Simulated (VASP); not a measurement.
# Mo(110) in VASP, part 2 of 2

Wanted: what it costs to take an electron out of Mo(110), held as cut.

VASP 6.6.1; r2SCAN; plane waves and PAW (Mo).

So far: The starting structure; Vacuum level and density of states.

## Step 2: Vacuum level and density of states (continued)

The density of states has structure finer than the step of the table below, so its rows give means over 1 eV, whole bins alone (the curve runs from -8.46 to 7.99 eV). Peaks (eV: height): total -4.0: 9.23, -3.0: 11.4, -1.8: 11.0, 2.5: 12.4; Mo s -5.0: 1.45, -1.8: 0.336; Mo p -4.0: 0.686, -3.0: 0.777, -1.8: 1.25, 3.3: 0.383; Mo d -3.0: 9.60, -1.8: 8.37, 2.5: 11.6.

The density of states by energy, zero at the Fermi level; means over each step; values in states/eV/cell:

```tsv
energy (eV)	total	Mo s	Mo p	Mo d
-7	0.287	0.208	0.0141	0.00287
-6	0.887	0.483	0.0740	0.163
-5	5.68	1.29	0.340	3.32
-4	8.18	0.927	0.591	5.77
-3	9.74	0.151	0.644	8.24
-2	9.11	0.258	0.944	7.09
-1	5.81	0.210	0.788	4.01
0	5.22	0.124	0.541	3.84
1	8.40	0.108	0.429	7.12
2	10.9	0.0855	0.263	10.1
3	8.16	0.167	0.322	7.28
4	3.33	0.123	0.273	2.64
5	1.70	0.0997	0.289	1.08
6	1.18	0.0711	0.282	0.622
7	0.706	0.0455	0.208	0.301
```

The planar average of the electrostatic potential oscillates, so the rows of the table below give means over windows of 2.24 Å about each position, cut where the curve ends. Its maxima inside the range that stand out by 2 % of the span (Å: eV): 10.1: -2.04, 12.3: -2.19, 14.6: -2.11, 16.8: -2.11, 19.0: -2.19, 21.3: -2.04. Its minima: 9.0: -10.6, 11.2: -11.1, 13.4: -11.0, 15.7: -11.0, 17.9: -11.0, 20.2: -11.1, 22.4: -10.6.

Zero at the Fermi level. Table of planar average of the electrostatic potential by height; means over each step:

height (Å), planar average of the electrostatic potential (eV) and a bar from the least value:
```
     1.12        4.7 ##############################
     3.36        4.7 ##############################
     5.60        4.7 ##############################
     7.84       -1.2 ###############
    10.08       -6.7 
    12.32       -6.9 
    14.56       -6.8 
    16.80       -6.8 
    19.04       -6.9 
    21.28       -6.7 
    23.52       -1.3 ###############
    25.76        4.7 ##############################
    28.00        4.7 ##############################
    30.24        4.7 ##############################
```

Density of states in the PAW spheres, an atom over height of the layer and energy from the Fermi level.

Values in states/eV, 22 rows by 7 columns, each cell a mean:
```
1.11 0.73 0.72 0.71 0.72 0.73 1.11
0.93 0.49 0.47 0.49 0.47 0.49 0.93
0.87 0.42 0.45 0.42 0.45 0.42 0.87
1.00 0.44 0.49 0.42 0.49 0.44 1.00
1.07 0.57 0.62 0.63 0.62 0.57 1.07
1.41 0.95 1.17 1.20 1.17 0.95 1.41
1.24 1.11 1.31 1.43 1.31 1.11 1.24
1.12 1.02 1.02 1.01 1.02 1.02 1.12
1.31 1.28 1.14 1.18 1.14 1.28 1.31
1.18 1.58 1.49 1.38 1.49 1.58 1.18
0.77 1.20 1.16 1.17 1.16 1.20 0.77
1.04 1.19 0.95 1.04 0.95 1.19 1.04
0.82 1.25 1.10 1.18 1.10 1.25 0.82
0.49 1.13 1.09 0.96 1.09 1.13 0.49
0.30 0.81 0.89 0.83 0.89 0.81 0.30
0.11 0.35 0.45 0.48 0.45 0.35 0.11
0.05 0.13 0.13 0.14 0.13 0.13 0.05
0.03 0.08 0.08 0.07 0.08 0.08 0.03
0.02 0.06 0.06 0.05 0.06 0.06 0.02
0.01 0.03 0.04 0.04 0.04 0.03 0.01
0.00 0.01 0.02 0.02 0.02 0.01 0.00
0.00 0.00 0.00 0.00 0.00 0.00 0.00
```
Columns: height of the layer (Å) from 9 to 22.4; rows upwards: energy from the Fermi level (eV) from -7.9 to 0.5.

Force by atom:

```tsv
atom	x (eV/Å)	y (eV/Å)	z (eV/Å)	size
Mo1	0.000	0.000	0.756	0.756
Mo2	0.000	0.000	-0.689	0.689
Mo3	0.000	0.000	-0.012	0.012
Mo4	0.000	0.000	0.000	0.000
Mo5	0.000	0.000	0.012	0.012
Mo6	0.000	0.000	0.689	0.689
Mo7	0.000	0.000	-0.756	0.756
```

ELF in the ca plane at fractional y = 0.000, with atoms of Mo within 0.2 Å of it. It is the smooth field of the valence electrons, not physical close to the nuclei.

Values, 5 rows by 16 columns, each cell a mean:
```
0.41 0.19 0.04 0.32 0.40 0.35 0.04 0.15 0.42 0.43 0.15 0.04 0.07 0.04 0.01 0.05
0.40 0.33 0.25 0.41 0.37 0.42 0.26 0.31 0.42 0.41 0.30 0.28 0.24 0.11 0.06 0.03
0.41 0.43 0.35 0.48 0.38 0.48 0.36 0.41 0.43 0.41 0.38 0.40 0.37 0.14 0.02 0.00
0.40 0.25 0.15 0.35 0.37 0.38 0.15 0.22 0.41 0.41 0.22 0.16 0.14 0.07 0.07 0.00
0.44 0.18 0.01 0.31 0.43 0.35 0.02 0.13 0.44 0.46 0.12 0.02 0.06 0.04 0.07 0.00
```
Columns run along c (16.0 Å, from fractional 0.36 to 0.87 of the cell), rows up along a (2.7 Å). Atoms in or near the plane, at fractional coordinates: Mo at (0.43, 0.00), Mo at (0.57, 0.00), Mo at (0.71, 0.00).

Valence density in the ca plane at fractional y = 0.000, with atoms of Mo within 0.2 Å of it. It is the smooth field of the valence electrons, not physical close to the nuclei.

Values in e/Å³, 5 rows by 16 columns, each cell a mean:
```
0.3 0.5 0.9 0.4 0.3 0.3 0.8 0.6 0.3 0.3 0.5 0.9 0.2 0.0 0.0 0.0
0.3 0.3 0.5 0.3 0.3 0.3 0.5 0.4 0.3 0.3 0.3 0.5 0.1 0.0 0.0 0.0
0.3 0.3 0.3 0.3 0.3 0.3 0.3 0.3 0.3 0.3 0.3 0.3 0.1 0.0 0.0 0.0
0.3 0.4 0.6 0.3 0.3 0.3 0.6 0.4 0.3 0.3 0.4 0.6 0.1 0.0 0.0 0.0
0.3 0.5 1.0 0.4 0.2 0.3 0.9 0.7 0.3 0.3 0.6 1.0 0.2 0.0 0.0 0.0
```
Columns run along c (16.0 Å, from fractional 0.36 to 0.87 of the cell), rows up along a (2.7 Å). Atoms in or near the plane, at fractional coordinates: Mo at (0.43, 0.00), Mo at (0.57, 0.00), Mo at (0.71, 0.00).

Electrostatic potential energy in the ca plane at fractional y = 0.000, with atoms of Mo within 0.2 Å of it. With pseudopotentials it is smooth inside the atoms' cores, unlike the true potential.

Ten even steps from '0' (-27 eV) to '9' (6 eV), each cell a mean:
```
88863000368888874100258888875100147899999999
88875212478888875312468888886322368999999999
78887545788877887545688877887655678999999999
77888777888777888777888877888877789999999999
77887666788777888666788877888766789999999999
78875333578878886433578877887433468999999999
88863101368888874100358888885200257999999999
88863000268888873000158888874100147899999999
```
Columns run along c (16.0 Å, from fractional 0.36 to 0.87 of the cell; values clipped at the 3rd and 97th percentile), rows up along a (2.7 Å). Atoms in or near the plane, at fractional coordinates: Mo at (0.43, 0.00), Mo at (0.57, 0.00), Mo at (0.71, 0.00).

Only the dipole across the slab is computed (IDIPOL = 3); zeros along the plane are no results.

The density of states holds every band computed, so its fall toward the upper end of the range is no gap.

The map of layer states is cut here 0.5 eV above the Fermi level, so it leaves out the states above that.

The vacuum level lies 4.72 eV above the Fermi level at the upper face; both faces agree, as the slab has next to no dipole.

The program found no field-free point at its default tolerance, but its printed level agrees with the flat part of the planar average.

On this mesh the fine structure of the density of states is sampling noise, and high empty states may be cut by the number of bands.

## Step 3: Derived quantities

This step: slab, r2SCAN; plane waves and PAW (VASP 6.6.1).

No new run; the numbers come from the runs before.

## Step 4: Summary of results

* work function of the slab: 4.72 eV

**Reading.** The work function is 4.72 eV at both faces. No atom was relaxed. The cell in the plane was kept as given and was not relaxed here.

[Lines on the potential files, build, host, timing and source positions are cut from VASP's logs without a mark.]

[Logs are printed without paths, hosts, clocks, repeated set-up lines and the standing remarks that a program may print on its own settings, such as how far it seeks lower states.]

[Hosts, paths, dates, database ids (printed as entryN), source tags and the programs' standing remarks are cut or masked in the printed files.]

[In band tables of VASP the shares of atoms and orbitals are scaled to a sum of 1 inside the atoms' spheres.]

[Runs that stopped without an error message from VASP are left out.]
